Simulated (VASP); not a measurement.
Input:

```
CELL_PARAMETERS angstrom
     -2.29438     2.29438     4.24661
      2.29438    -2.29438     4.24661
      2.29438     2.29438    -4.24661
ATOMIC_POSITIONS crystal
  Ga 0.00000 0.00000 0.00000
  Hg 0.75000 0.25000 0.50000
  Hg 0.25000 0.75000 0.50000
  Hg 0.50000 0.50000 0.00000
```

The numbers are results of PBEsol GGA, VASP's PBE PAW potentials (set 64) (plane waves; VASP), not measurements. Settings: 400 eV cut-off, Gaussian smearing of 0.050 eV, potentials Ga_d Hg.

Unless said otherwise, spin-orbit coupling is left out, though it shifts the bands of the heavy elements here.

What does the run give for the band gap (along the path) with the smallest direct gap where there is one?

- band gap (along the path): none (metal, semimetal or under 0.01 eV)

The absolute energy has meaning only against runs of the same code, potentials and settings.

The structure comes from a computed database's GaHg3 entry (I4/mmm); how it stands against other phases isn't given here. It was relaxed first, which changed the volume by -13 %. The electron count is odd and the run is not spin-polarised, which forces a metal.
